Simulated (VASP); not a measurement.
A VASP calculation is set up with these files.

POSCAR:
```
CdTe
1
    0.0000000000     3.2400000000     3.2400000000
    3.2400000000     0.0000000000     3.2400000000
    3.2400000000     3.2400000000     0.0000000000
Cd Te
1 1
Direct
  0.0000000000   0.0000000000   0.0000000000
  0.2500000000   0.2500000000   0.2500000000
```

**INCAR**
```
SYSTEM = CdTe
PREC = Accurate
ENCUT = 400
EDIFF = 1E-6
NELM = 25
ALGO = VeryFast
LREAL = .FALSE.
LASPH = .TRUE.
ISMEAR = 0
SIGMA = 0.05
GGA = PE
LMAXMIX = 4
LWAVE = .FALSE.
LCHARG = .FALSE.
ISIF = 2
HFSCREEN = 0.2
AEXX = 0.25
LHFCALC = .TRUE.
PRECFOCK = Fast
ISYM = 3
```

### KPOINTS
```
Automatic mesh
0
Gamma
2 2 2
0 0 0
```

POTCAR, in this order: Cd Te (PBE.64 set). Program: vasp_std.

Problem. What happens when VASP runs on this input?

Solution. There is a fault: a hybrid functional was run with ALGO = VeryFast. Convergence was not reached. Against the sound run, the energy per atom (σ→0) increases by 34.779 eV/atom; the pressure falls by 123.61 GPa; the band gap decreases by 1.45 eV.

File standard output:
```
 POSCAR found type information on POSCAR CdTe
 POSCAR found :  2 types and       2 ions
 Reading from existing POTCAR
 Reading from existing POTCAR
 LDA part: xc-table for (Slater+PW92), standard interpolation
 POSCAR, INCAR and KPOINTS ok, starting setup
 WAVECAR not read
 entering main loop
       N       E                     dE             d eps       ncg     rms          rms(c)
RMM:   1    -0.191023558078E+04   -0.19102E+04   -0.51737E+03    39   0.844E+02
RMM:   2    -0.206646716837E+04   -0.15623E+03   -0.15321E+03    39   0.239E+02
RMM:   3    -0.210619669388E+04   -0.39730E+02   -0.47768E+02    39   0.129E+02
RMM:   4    -0.210407497351E+04    0.21217E+01   -0.84718E+01    39   0.626E+01
RMM:   5    -0.210346401535E+04    0.61096E+00   -0.15171E+01    39   0.260E+01
RMM:   6    -0.210318185784E+04    0.28216E+00   -0.51609E+00    39   0.139E+01
RMM:   7    -0.210310354339E+04    0.78314E-01   -0.35105E+00    39   0.977E+00
RMM:   8    -0.210307198434E+04    0.31559E-01   -0.32420E+00    39   0.899E+00
RMM:   9    -0.210291605390E+04    0.15593E+00   -0.16083E+00   124   0.825E+00
RMM:  10    -0.210288252311E+04    0.33531E-01   -0.10006E+00   116   0.757E+00
RMM:  11    -0.210293483892E+04   -0.52316E-01   -0.13344E+00   120   0.759E+00
RMM:  12    -0.210301886461E+04   -0.84026E-01   -0.21454E+00   129   0.787E+00    0.593E+01
RMM:  13     0.654095240633E+02    0.21684E+04   -0.42180E+01   156   0.637E+01    0.212E+01
RMM:  14     0.636243894482E+02   -0.17851E+01   -0.55584E+00   145   0.188E+01    0.112E+01
RMM:  15     0.645203763269E+02    0.89599E+00   -0.11459E+00   129   0.837E+00    0.753E+00
RMM:  16     0.645407189572E+02    0.20343E-01   -0.13629E+00   129   0.836E+00    0.307E+00
RMM:  17     0.646029645355E+02    0.62246E-01   -0.15174E+00   133   0.859E+00    0.224E+00
RMM:  18     0.645777316558E+02   -0.25233E-01   -0.16212E+00   130   0.844E+00    0.155E+00
RMM:  19     0.646145754017E+02    0.36844E-01   -0.16251E+00   130   0.869E+00    0.925E-01
RMM:  20     0.645770114162E+02   -0.37564E-01   -0.16905E+00   133   0.840E+00    0.119E+00
RMM:  21     0.646157441996E+02    0.38733E-01   -0.16563E+00   131   0.872E+00    0.761E-01
RMM:  22     0.645745316523E+02   -0.41213E-01   -0.17233E+00   135   0.840E+00    0.977E-01
RMM:  23     0.646181197088E+02    0.43588E-01   -0.16924E+00   135   0.880E+00    0.798E-01
RMM:  24     0.645726309763E+02   -0.45489E-01   -0.17317E+00   137   0.837E+00    0.861E-01
RMM:  25     0.646154960889E+02    0.42865E-01   -0.16913E+00   136   0.876E+00

 -----------------------------------------------------------------------------
|                                                                             |
|           W    W    AA    RRRRR   N    N  II  N    N   GGGG   !!!           |
|           W    W   A  A   R    R  NN   N  II  NN   N  G    G  !!!           |
|           W    W  A    A  R    R  N N  N  II  N N  N  G       !!!           |
|           W WW W  AAAAAA  RRRRR   N  N N  II  N  N N  G  GGG   !            |
|           WW  WW  A    A  R   R   N   NN  II  N   NN  G    G                |
|           W    W  A    A  R    R  N    N  II  N    N   GGGG   !!!           |
|                                                                             |
|     The electronic self-consistency was not achieved in the given           |
|     number of steps (NELM). The forces and other quantities evaluated       |
|     might not be reliable so examine the results carefully. If you find     |
|     spurious results, we suggest increasing NELM, if you were close to      |
|     convergence or switching to a different ALGO or adjusting the           |
|     density mixing parameters otherwise.                                    |
|                                                                             |
 -----------------------------------------------------------------------------

   1 F= 0.64615496E+02 E0= 0.64615497E+02  d E =-.109491E-05
```

File OUTCAR:
```
------------------------ aborting loop EDIFF was not reached (unconverged)  ----------------------------
  FORCE on cell =-STRESS in cart. coord.  units (eV):
  Direction    XX          YY          ZZ          XY          YZ          ZX
  --------------------------------------------------------------------------------------
  Total      -50.4828544    -50.4828544    -50.4828544     -0.0000000      0.0000000      0.0000000
  in kB    -1189.0208189  -1189.0208189  -1189.0208189     -0.0000000      0.0000000      0.0000000
  external PRESSURE =   -1189.0208189 kB  Pullay stress =       0.0000000 kB
  volume of cell :       68.02
      direct lattice vectors                 reciprocal lattice vectors
     0.000000000  3.240000000  3.240000000    -0.154320988  0.154320988  0.154320988
     3.240000000  0.000000000  3.240000000     0.154320988 -0.154320988  0.154320988
     3.240000000  3.240000000  0.000000000     0.154320988  0.154320988 -0.154320988
  FREE ENERGIE OF THE ION-ELECTRON SYSTEM (eV)
  ---------------------------------------------------
  free  energy   TOTEN  =        64.6154960889 eV

  energy  without entropy=       64.6154971838  energy(sigma->0) =       64.61549664

  exchange ACFDT corr.  =        -0.00000227  see jH, gK, PRB 81, 115126
```
(Selected blocks of OUTCAR.)

To mend it, set ALGO = Normal.

The mended run (HSE06 screened hybrid, plane waves, VASP's PBE PAW potentials (set 64)) converges, and its OSZICAR ends with
```
   1 F= -.49421459E+01 E0= -.49421459E+01  d E =-.126848E-10
```

The compound is CdTe in the zinc blende structure. The cell was not relaxed at this level.
